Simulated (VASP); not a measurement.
Here is the system:

```
BN
1.0
    0.00000     1.83129     1.83129
    1.83129     0.00000     1.83129
    1.83129     1.83129     0.00000
B N
1 1
Direct
  0.00000   0.00000   0.00000
  0.25000   0.25000   0.25000
```

These are G0W0 on PBE orbitals, VASP's PBE PAW potentials (set 64) (plane waves; VASP) values and carry that method's errors. Settings: PREC = Normal, 500 eV cut-off, 4×4×4 Γ-centred mesh, Gaussian smearing of 0.010 eV, potentials B_GW N_GW_new.

The mesh is coarse and the basis finite, so the quasiparticle values are not converged.

NBANDS = 160, ENCUTGW = 200 eV, NOMEGA = 64. The PBE levels (eV) that the step starts from are:

```tsv
state	KS energy	filling
k1 (0.00, 0.00, 0.00), band 1	-11.60	2
k1 (0.00, 0.00, 0.00), band 2	8.21	2
k1 (0.00, 0.00, 0.00), band 3	8.21	2
k1 (0.00, 0.00, 0.00), band 4	8.21	2
k1 (0.00, 0.00, 0.00), band 5	16.81	0
k1 (0.00, 0.00, 0.00), band 6	16.81	0
k1 (0.00, 0.00, 0.00), band 7	16.81	0
k1 (0.00, 0.00, 0.00), band 8	17.92	0
k8 (-0.25, 0.50, 0.25), band 1	-5.96	2
k8 (-0.25, 0.50, 0.25), band 2	0.77	2
k8 (-0.25, 0.50, 0.25), band 3	1.52	2
k8 (-0.25, 0.50, 0.25), band 4	1.96	2
k8 (-0.25, 0.50, 0.25), band 5	17.63	0
k8 (-0.25, 0.50, 0.25), band 6	21.03	0
k8 (-0.25, 0.50, 0.25), band 7	22.26	0
k8 (-0.25, 0.50, 0.25), band 8	22.45	0
```

### Question
Give the quasiparticle energies and renormalisation factors Z.

### Answer

```tsv
state	QP energy (eV)	Z
k1 (0.00, 0.00, 0.00), band 1	-13.64	0.78
k1 (0.00, 0.00, 0.00), band 2	7.12	0.82
k1 (0.00, 0.00, 0.00), band 3	7.12	0.82
k1 (0.00, 0.00, 0.00), band 4	7.12	0.82
k1 (0.00, 0.00, 0.00), band 5	17.93	0.83
k1 (0.00, 0.00, 0.00), band 6	17.93	0.83
k1 (0.00, 0.00, 0.00), band 7	17.93	0.83
k1 (0.00, 0.00, 0.00), band 8	18.82	0.81
k8 (-0.25, 0.50, 0.25), band 1	-7.61	0.75
k8 (-0.25, 0.50, 0.25), band 2	-0.97	0.78
k8 (-0.25, 0.50, 0.25), band 3	-0.03	0.79
k8 (-0.25, 0.50, 0.25), band 4	0.48	0.80
k8 (-0.25, 0.50, 0.25), band 5	18.48	0.82
k8 (-0.25, 0.50, 0.25), band 6	22.19	0.80
k8 (-0.25, 0.50, 0.25), band 7	23.51	0.79
k8 (-0.25, 0.50, 0.25), band 8	23.35	0.82
```
On the mesh the gap opens from 4.39 to 6.02 eV.

The compound is BN in the zinc blende structure. This cell is one point of a volume scan, at 1.04 of the reference volume. The k-mesh is coarse (spacing up to 0.74 per Å, 2π included), so the numbers may not be converged in it.
